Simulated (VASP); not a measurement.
Shape and ions are relaxed at each volume.

Input:

```xyz
2
Lattice="1.6118 -2.7918 0.0000 1.6118 2.7918 0.0000 0.0000 0.0000 5.1895" Properties=species:S:1:pos:R:3 pbc="T T T"
Zr     1.6118     0.9306     1.2974
Zr     1.6118    -0.9306     3.8921
```

Computed with PW91 GGA, VASP's PBE PAW potentials (set 64) (plane waves; VASP 6.6.1). Run with 520 eV cut-off, 13×13×7 Γ-centred mesh, first-order Methfessel-Paxton smearing of 0.10 eV, potentials Zr_sv.

### Question
Give the energy at these volumes per atom, relative to the lowest: 21.93, 22.63, 23.33, 24.03, 24.73 Å³.

### Answer
27.5, 6.8, 0.0, 5.6, 22.1 meV/atom. A third-order Birch-Murnaghan fit gives B0 = 94.0 GPa and B0′ = 3.2.

The compound is Zr in the hcp structure. It was relaxed first.
